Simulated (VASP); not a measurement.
Ti3BiO3:

```
CELL_PARAMETERS angstrom
4.71563 0.00000 0.00000
-2.35782 4.08386 0.00000
0.00000 0.00000 5.46579
ATOMIC_POSITIONS crystal
Ti 0.50000 0.00000 0.00000
Ti 0.00000 0.50000 0.00000
Ti 0.50000 0.50000 0.00000
Bi 0.00000 0.00000 0.00000
O 0.50000 0.00000 0.50000
O 0.00000 0.50000 0.50000
O 0.50000 0.50000 0.50000
```

The cell was built by a generator and needn't be a form met in nature.

```yaml
Program: VASP 6.6.1
Task: relaxation of cell and atoms
Functional: PBE
Potentials_or_basis: VASP PAW PBE potentials, release 64 (Ti_sv, Bi_d, O)
Cutoff: 520 eV
k_mesh: 4 × 4 × 3
Occupations: gaussian, width 0.15 eV
Spin: no spin polarisation
```

At the start: pressure 36.4 GPa; volume 15.04 Å³/atom.

**Question.** How do energy, volume and symmetry change on relaxing?

**Answer.** Over 14 steps the energy falls by 3143.7 meV/atom and the volume is 16.26 Å³/atom (+8.1 %); space group P6/mmm (No. 191, to 0.05 Å).

Step by step:
```
step  energy change (eV)  largest force (eV/Å)  pressure (GPa)  volume (Å³)
   1              0.0000                0.0000           36.42       105.26
   2            -13.8485                0.0000          -33.70       155.15
   3            -13.2648                0.0000          -24.63       148.65
   4             25.6637                0.0000          169.79       102.48
   5             32.6424                0.0000           -9.01       144.05
   6            -11.4337                0.0000          -25.28       145.25
   7            -15.3601                0.0000          -25.24       144.38
   8            -15.7492                0.0000          -25.76       144.14
   9            -14.1270                0.0000           78.74        93.40
  10            -21.8451                0.0000           -3.89       115.12
  11            -21.9864                0.0000           -1.72       113.64
  12            -22.0009                0.0000            1.37       112.18
  13            -22.0015                0.0000            0.42       112.78
  14            -22.0062                0.0000           -0.26       113.81
```

Final structure:
```xyz
7
Lattice="5.9673 0.0000 0.0000 -2.9836 5.1678 0.0000 0.0000 0.0000 3.6906" Properties=species:S:1:pos:R:3 pbc="T T T"
Ti    2.9836    0.0000    3.6906
Ti   -1.4918    2.5839    0.0000
Ti    1.4918    2.5839    0.0000
Bi   -2.9836    5.1678    0.0000
O     2.9836    0.0000    1.8453
O    -1.4918    2.5839    1.8453
O     1.4918    2.5839    1.8453
```

Caveat: the k mesh is coarse (spacing up to 0.38 Å⁻¹), so the values aren't converged; an odd number of electrons without spin polarisation forces a metal; a magnetic or distorted state may lie lower.
